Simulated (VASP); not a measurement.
Level of theory: PBE GGA, VASP's PBE PAW potentials (set 64) (plane waves; VASP).

Input for VASP

**POSCAR**
```
Al32As31O
1
   11.4648462108     0.0000000000     0.0000000000
    0.0000000000    11.4648462108    -0.0000000000
   -0.0000000000    -0.0000000000    11.4648462108
Al As O
32 31 1
Direct
  0.5000000000   0.0000000000   0.0000000000
  0.7500000000   0.2500000000   0.0000000000
  0.7500000000   0.0000000000   0.2500000000
  0.0000000000   0.0000000000   0.0000000000
  0.2500000000   0.2500000000   0.0000000000
  0.5000000000   0.5000000000   0.0000000000
  0.7500000000   0.7500000000   0.0000000000
  0.2500000000   0.0000000000   0.2500000000
  0.5017880000   0.2543440000   0.2512080000
  0.7456240000   0.4962210000   0.2506030000
  0.5000000000   0.0000000000   0.5000000000
  0.7462440000   0.2480760000   0.4963400000
  0.7500000000   0.0000000000   0.7500000000
  0.0000000000   0.5000000000   0.0000000000
  0.2500000000   0.7500000000   0.0000000000
  0.0000000000   0.2500000000   0.2500000000
  0.2500000000   0.5000000000   0.2500000000
  0.5000000000   0.7500000000   0.2500000000
  0.0000000000   0.0000000000   0.5000000000
  0.2500000000   0.2500000000   0.5000000000
  0.4981530000   0.5003520000   0.4965920000
  0.7500000000   0.7500000000   0.5000000000
  0.2500000000   0.0000000000   0.7500000000
  0.5000000000   0.2500000000   0.7500000000
  0.7500000000   0.5000000000   0.7500000000
  0.0000000000   0.7500000000   0.2500000000
  0.0000000000   0.5000000000   0.5000000000
  0.2500000000   0.7500000000   0.5000000000
  0.0000000000   0.2500000000   0.7500000000
  0.2500000000   0.5000000000   0.7500000000
  0.5000000000   0.7500000000   0.7500000000
  0.0000000000   0.7500000000   0.7500000000
  0.6250000000   0.1250000000   0.1250000000
  0.8750000000   0.3750000000   0.1250000000
  0.8750000000   0.1250000000   0.3750000000
  0.1250000000   0.1250000000   0.1250000000
  0.3750000000   0.3750000000   0.1250000000
  0.6250000000   0.6250000000   0.1250000000
  0.8750000000   0.8750000000   0.1250000000
  0.3750000000   0.1250000000   0.3750000000
  0.8750000000   0.6250000000   0.3750000000
  0.6250000000   0.1250000000   0.6250000000
  0.8750000000   0.3750000000   0.6250000000
  0.8750000000   0.1250000000   0.8750000000
  0.1250000000   0.6250000000   0.1250000000
  0.3750000000   0.8750000000   0.1250000000
  0.1250000000   0.3750000000   0.3750000000
  0.3750000000   0.6250000000   0.3750000000
  0.6250000000   0.8750000000   0.3750000000
  0.1250000000   0.1250000000   0.6250000000
  0.3750000000   0.3750000000   0.6250000000
  0.6250000000   0.6250000000   0.6250000000
  0.8750000000   0.8750000000   0.6250000000
  0.3750000000   0.1250000000   0.8750000000
  0.6250000000   0.3750000000   0.8750000000
  0.8750000000   0.6250000000   0.8750000000
  0.1250000000   0.8750000000   0.3750000000
  0.1250000000   0.6250000000   0.6250000000
  0.3750000000   0.8750000000   0.6250000000
  0.1250000000   0.3750000000   0.8750000000
  0.3750000000   0.6250000000   0.8750000000
  0.6250000000   0.8750000000   0.8750000000
  0.1250000000   0.8750000000   0.8750000000
  0.6207450000   0.3718160000   0.3762840000
```

### KPOINTS
```
Automatic mesh
0
Gamma
1 1 1
0 0 0
```

### INCAR
```
EDIFF = 1E-5   # SCF stop (eV)
IBRION = 2   # conjugate gradients
ISIF = 2
LCHARG = .FALSE.
ISMEAR = 0
NSW = 60   # most ionic steps
PREC = Normal
LMAXMIX = 4   # l cut-off of mixed one-centre charges
GGA = PE   # PBE
ENCUT = 400
EDIFFG = -0.03
LASPH = .TRUE.   # aspherical one-centre terms
LWAVE = .TRUE.
LREAL = Auto
SIGMA = 0.05
SYSTEM = Al32As31O
NELM = 100   # most electronic steps
ALGO = Fast   # Davidson, then RMM-DIIS
NELECT = 258.0
ISYM = 0
NELMIN = 4
```

POTCAR, in this order: Al As O (PBE.64 set). Program: vasp_gam.

What VASP printed:

File OSZICAR:
```
...
RMM:   9    -0.293179506322E+03   -0.24241E-05   -0.24149E-05   219   0.911E-03
   2 F= -.29317951E+03 E0= -.29317951E+03  d E =-.530090E+00
       N       E                     dE             d eps       ncg     rms          rms(c)
DAV:   1    -0.293689687589E+03   -0.51018E+00   -0.25349E+01   344   0.106E+01    0.207E+00
RMM:   2    -0.293917659940E+03   -0.22797E+00   -0.41024E+00   329   0.281E+00    0.191E+00
RMM:   3    -0.293887397432E+03    0.30263E-01   -0.36654E-01   333   0.101E+00    0.144E+00
RMM:   4    -0.293876486738E+03    0.10911E-01   -0.48385E-01   340   0.921E-01    0.101E+00
RMM:   5    -0.293851005263E+03    0.25481E-01   -0.66978E-02   328   0.356E-01    0.399E-01
RMM:   6    -0.293853217383E+03   -0.22121E-02   -0.66806E-02   347   0.276E-01    0.356E-01
RMM:   7    -0.293851138093E+03    0.20793E-02   -0.25631E-02   334   0.181E-01    0.144E-01
RMM:   8    -0.293850729693E+03    0.40840E-03   -0.15550E-03   340   0.650E-02    0.496E-02
RMM:   9    -0.293850721729E+03    0.79637E-05   -0.73042E-04   316   0.369E-02    0.226E-02
RMM:  10    -0.293850714614E+03    0.71153E-05   -0.62599E-05   234   0.145E-02
   3 F= -.29385071E+03 E0= -.29385071E+03  d E =-.120130E+01
       N       E                     dE             d eps       ncg     rms          rms(c)
DAV:   1    -0.293972669488E+03   -0.12195E+00   -0.95206E+00   356   0.580E+00    0.100E+00
RMM:   2    -0.294025593890E+03   -0.52924E-01   -0.68380E-01   325   0.145E+00    0.507E-01
RMM:   3    -0.294029726261E+03   -0.41324E-02   -0.92809E-02   327   0.572E-01    0.322E-01
RMM:   4    -0.294029256337E+03    0.46992E-03   -0.17618E-02   328   0.259E-01    0.155E-01
RMM:   5    -0.294029346928E+03   -0.90591E-04   -0.42929E-03   328   0.129E-01    0.847E-02
RMM:   6    -0.294029361696E+03   -0.14768E-04   -0.10752E-03   337   0.661E-02    0.290E-02
RMM:   7    -0.294029390668E+03   -0.28973E-04   -0.35929E-04   329   0.379E-02    0.274E-02
RMM:   8    -0.294029380778E+03    0.98907E-05   -0.13247E-04   285   0.200E-02    0.691E-03
RMM:   9    -0.294029382467E+03   -0.16893E-05   -0.18424E-05   212   0.869E-03
   4 F= -.29402938E+03 E0= -.29402938E+03  d E =-.178668E+00
       N       E                     dE             d eps       ncg     rms          rms(c)
DAV:   1    -0.294037319926E+03   -0.79391E-02   -0.22550E+00   360   0.281E+00    0.469E-01
RMM:   2    -0.294049384788E+03   -0.12065E-01   -0.15574E-01   325   0.693E-01    0.230E-01
RMM:   3    -0.294050508604E+03   -0.11238E-02   -0.21956E-02   327   0.278E-01    0.139E-01
RMM:   4    -0.294050461218E+03    0.47386E-04   -0.40981E-03   328   0.125E-01    0.677E-02
RMM:   5    -0.294050500021E+03   -0.38803E-04   -0.96708E-04   333   0.611E-02    0.379E-02
RMM:   6    -0.294050503217E+03   -0.31958E-05   -0.21771E-04   334   0.305E-02    0.140E-02
RMM:   7    -0.294050508429E+03   -0.52118E-05   -0.69926E-05   258   0.173E-02
   5 F= -.29405051E+03 E0= -.29405051E+03  d E =-.199794E+00
       N       E                     dE             d eps       ncg     rms          rms(c)
DAV:   1    -0.294102397565E+03   -0.51894E-01   -0.46132E+00   324   0.424E+00    0.669E-01
RMM:   2    -0.294124880005E+03   -0.22482E-01   -0.29026E-01   325   0.987E-01    0.275E-01
RMM:   3    -0.294127253374E+03   -0.23734E-02   -0.42455E-02   331   0.404E-01    0.183E-01
RMM:   4    -0.294127204218E+03    0.49156E-04   -0.63334E-03   330   0.168E-01    0.945E-02
RMM:   5    -0.294127264366E+03   -0.60149E-04   -0.18448E-03   327   0.907E-02    0.335E-02
RMM:   6    -0.294127300011E+03   -0.35644E-04   -0.43134E-04   350   0.449E-02    0.267E-02
RMM:   7    -0.294127313744E+03   -0.13733E-04   -0.19119E-04   323   0.256E-02    0.115E-02
RMM:   8    -0.294127308282E+03    0.54622E-05   -0.45432E-05   277   0.146E-02
   6 F= -.29412731E+03 E0= -.29412731E+03  d E =-.767999E-01
       N       E                     dE             d eps       ncg     rms          rms(c)
DAV:   1    -0.294128203964E+03   -0.89022E-03   -0.13589E-01   368   0.736E-01    0.115E-01
RMM:   2    -0.294128910382E+03   -0.70642E-03   -0.90401E-03   327   0.173E-01    0.511E-02
RMM:   3    -0.294128978555E+03   -0.68172E-04   -0.12771E-03   331   0.703E-02    0.339E-02
RMM:   4    -0.294128977157E+03    0.13980E-05   -0.19887E-04   327   0.299E-02    0.180E-02
RMM:   5    -0.294128979458E+03   -0.23014E-05   -0.60065E-05   293   0.163E-02
   7 F= -.29412898E+03 E0= -.29412898E+03  d E =-.784710E-01
       N       E                     dE             d eps       ncg     rms          rms(c)
DAV:   1    -0.294134131878E+03   -0.51547E-02   -0.62283E-01   336   0.159E+00    0.238E-01
RMM:   2    -0.294137106171E+03   -0.29743E-02   -0.36676E-02   325   0.355E-01    0.858E-02
RMM:   3    -0.294137469704E+03   -0.36353E-03   -0.54146E-03   333   0.147E-01    0.615E-02
RMM:   4    -0.294137467397E+03    0.23066E-05   -0.77994E-04   327   0.605E-02    0.276E-02
RMM:   5    -0.294137485637E+03   -0.18240E-04   -0.21752E-04   330   0.317E-02    0.131E-02
RMM:   6    -0.294137489359E+03   -0.37220E-05   -0.54843E-05   263   0.158E-02
   8 F= -.29413749E+03 E0= -.29413749E+03  d E =-.850990E-02
       N       E                     dE             d eps       ncg     rms          rms(c)
DAV:   1    -0.294137532100E+03   -0.46463E-04   -0.55594E-03   384   0.151E-01    0.225E-02
RMM:   2    -0.294137559673E+03   -0.27573E-04   -0.33225E-04   327   0.343E-02    0.862E-03
RMM:   3    -0.294137562954E+03   -0.32806E-05   -0.51244E-05   254   0.147E-02    0.658E-03
RMM:   4    -0.294137562923E+03    0.30175E-07   -0.80043E-06   193   0.620E-03
   9 F= -.29413756E+03 E0= -.29413756E+03  d E =-.858347E-02
       N       E                     dE             d eps       ncg     rms          rms(c)
DAV:   1    -0.294138574251E+03   -0.10113E-02   -0.19181E-01   332   0.854E-01    0.117E-01
RMM:   2    -0.294139353322E+03   -0.77907E-03   -0.96434E-03   327   0.176E-01    0.458E-02
RMM:   3    -0.294139410158E+03   -0.56836E-04   -0.12198E-03   333   0.703E-02    0.319E-02
RMM:   4    -0.294139405662E+03    0.44965E-05   -0.19494E-04   327   0.294E-02    0.155E-02
RMM:   5    -0.294139407087E+03   -0.14253E-05   -0.53264E-05   273   0.154E-02
  10 F= -.29413941E+03 E0= -.29413941E+03  d E =-.184416E-02
       N       E                     dE             d eps       ncg     rms          rms(c)
DAV:   1    -0.294139430611E+03   -0.24949E-04   -0.80034E-03   384   0.174E-01    0.245E-02
RMM:   2    -0.294139465315E+03   -0.34704E-04   -0.41920E-04   327   0.370E-02    0.101E-02
RMM:   3    -0.294139469077E+03   -0.37620E-05   -0.58417E-05   261   0.154E-02    0.767E-03
RMM:   4    -0.294139469016E+03    0.60523E-07   -0.85775E-06   191   0.634E-03
  11 F= -.29413947E+03 E0= -.29413947E+03  d E =-.190609E-02
       N       E                     dE             d eps       ncg     rms          rms(c)
DAV:   1    -0.294139577581E+03   -0.10850E-03   -0.13866E-01   332   0.653E-01    0.811E-02
RMM:   2    -0.294140026133E+03   -0.44855E-03   -0.50879E-03   330   0.118E-01    0.270E-02
RMM:   3    -0.294140056153E+03   -0.30020E-04   -0.56306E-04   335   0.466E-02    0.187E-02
RMM:   4    -0.294140054972E+03    0.11812E-05   -0.82736E-05   293   0.183E-02
  12 F= -.29414005E+03 E0= -.29414005E+03  d E =-.585955E-03
       N       E                     dE             d eps       ncg     rms          rms(c)
DAV:   1    -0.294140019005E+03    0.37148E-04   -0.26836E-02   344   0.287E-01    0.350E-02
RMM:   2    -0.294140107330E+03   -0.88325E-04   -0.98435E-04   331   0.526E-02    0.130E-02
RMM:   3    -0.294140114208E+03   -0.68782E-05   -0.11591E-04   289   0.211E-02    0.946E-03
RMM:   4    -0.294140113888E+03    0.32000E-06   -0.15528E-05   203   0.817E-03
  13 F= -.29414011E+03 E0= -.29414011E+03  d E =-.644872E-03
```

### OUTCAR
```
------------------------ aborting loop because EDIFF is reached ----------------------------------------
  FORCE on cell =-STRESS in cart. coord.  units (eV):
  Direction    XX          YY          ZZ          XY          YZ          ZX
  --------------------------------------------------------------------------------------
  Total        0.9648086      0.9860627      0.9668791      0.0496978     -0.0715276     -0.1478734
  in kB        1.0257631      1.0483599      1.0279644      0.0528376     -0.0760466     -0.1572157
  external PRESSURE =       1.0340291 kB  Pullay stress =       0.0000000 kB
  volume of cell :     1506.97
      direct lattice vectors                 reciprocal lattice vectors
    11.464846211  0.000000000  0.000000000     0.087223150  0.000000000  0.000000000
     0.000000000 11.464846211  0.000000000     0.000000000  0.087223150  0.000000000
     0.000000000  0.000000000 11.464846211     0.000000000  0.000000000  0.087223150
  FREE ENERGIE OF THE ION-ELECTRON SYSTEM (eV)
  ---------------------------------------------------
  free  energy   TOTEN  =      -294.1401138884 eV

  energy  without entropy=     -294.1401138884  energy(sigma->0) =     -294.14011389

 reached required accuracy - stopping structural energy minimisation
```
(Selected blocks of OUTCAR.)

CONTCAR:
```
Al32As31O
   1.00000000000000
    11.4648462107999993    0.0000000000000000    0.0000000000000000
     0.0000000000000000   11.4648462107999993    0.0000000000000000
     0.0000000000000000    0.0000000000000000   11.4648462107999993
  Al              As              O
    32    31     1
Direct
     0.5011924348516031    0.0027369498407094    0.0027013315108446
     0.7498031866501158    0.2500197268950601    0.0015446047786188
     0.7497728481426582    0.0015966875303682    0.2499385797949037
     0.9997482161215084    0.0002812668953347    0.0002354971985719
     0.2525540568193697    0.2512542138132121    0.0026530623485949
     0.4999574555441743    0.4998657896994135    0.0015020160056740
     0.7487986364510737    0.7475684581302893    0.0023094320075451
     0.2525402472907617    0.0026127578799049    0.2511595644297448
     0.5191495205609237    0.2693680505963119    0.2697565235558007
     0.7307535807272293    0.4808892665270932    0.2683461658955615
     0.4998985290588789    0.0014549881246561    0.4998571464801655
     0.7297534664280458    0.2686381004839075    0.4803754350146740
     0.7488280940742118    0.0023807548542241    0.7475185737907390
     0.9975181234893049    0.4988604990026555    0.0023378134329173
     0.2502464231151654    0.7498022611236291    0.0002781162778738
     0.9983459771287323    0.2501043169951351    0.2501225501389618
     0.2514451888516923    0.4999388490162389    0.2499395071979431
     0.5000114644560061    0.7484790305753305    0.2501219753513587
     0.9973115395733686    0.0025433036960221    0.4987672500174972
     0.2514059157605803    0.2499925345542401    0.4998410872095382
     0.5183013373452818    0.4804209261111054    0.4808418362749393
     0.7497101901240082    0.7482460031701109    0.4997374654388729
     0.2502167535852594    0.0002693837037850    0.7497610056338040
     0.4999711783364105    0.2501018117512955    0.7484914070765143
     0.7497465384398720    0.4997135119383102    0.7480895962887508
     0.9973473230044989    0.7474172481754531    0.2511492737032753
     0.9980497221592000    0.4996568571103367    0.4997599811529139
     0.2522532015850502    0.7475478639744604    0.4988156013976722
     0.9971534952733799    0.2511777136984560    0.7472231782000227
     0.2522432131647350    0.4989102255012204    0.7476203448511684
     0.5011431935641695    0.7474125885440419    0.7473836423080418
     0.9996575824724239    0.7497214417638489    0.7496630012415795
     0.6235214471693669    0.1315502098729158    0.1314866106158225
     0.8688909684347154    0.3762554345535106    0.1308729866996016
     0.8685673423829714    0.1311978769921803    0.3762077958601553
     0.1252212854153459    0.1256110325245012    0.1255212560186600
     0.3813277814898769    0.3737316954087897    0.1314029217033392
     0.6261062891804028    0.6190092993466991    0.1308614412766883
     0.8743942783536408    0.8747002665093492    0.1254271151983523
     0.3811264374300969    0.1312484905587558    0.3737153292970339
     0.8685836738290689    0.6186482348845574    0.3734436569725422
     0.6260272452574898    0.1309375380747056    0.6189486111518886
     0.8682187272800943    0.3733587464502389    0.6183151915154638
     0.8743628360813265    0.1255305542154517    0.8746339139856875
     0.1246113212434509    0.6245497907308323    0.1254177191990667
     0.3755303348212877    0.8753318019916052    0.1255212644407205
     0.1249136033208060    0.3750051269112222    0.3749489971267220
     0.3808902850988248    0.6188942420114202    0.3762781982434251
     0.6249392136115104    0.8749922661953820    0.3749662927127957
     0.1245417865339468    0.1254875588935937    0.6244096765181734
     0.3807234891267963    0.3762410713469856    0.6190828419895427
     0.6233476273880456    0.6185689378884289    0.6185466747570010
     0.8743282232034512    0.8751911382600388    0.6242998611738420
     0.3754539362681620    0.1255765048359419    0.8753232060798950
     0.6249344347059367    0.3750011482969683    0.8749174185662015
     0.8742993663476862    0.6243771718451500    0.8750748602873023
     0.1248734528823598    0.8750340163872579    0.3749075512083803
     0.1250376734770908    0.6243579979570977    0.6243250343449414
     0.3753885719880347    0.8746241773504382    0.6244299684658016
     0.1248512545353459    0.3748892602420352    0.8749325423704409
     0.3754054669719142    0.6245233702809536    0.8746449433755509
     0.6248603780479980    0.8750435097912604    0.8749909257447324
     0.1249346868760108    0.8749839018783535    0.8749288965219846
     0.6225119470972468    0.3723732458372201    0.3754007305731598
```

At this cut-off the stress carries a Pulay error, which pulls relaxed volumes low. The cell is charged, with a uniform compensating background. The supercell is sampled at Γ alone, which is coarse: total energies, pressure and levels can be off, energies of defects by several tenths of an eV.

The cell is a supercell with a defect, built from AlAs (zinc blende): O_As, charge -1. The run is not spin-polarised, so no state with unpaired spins was tried.
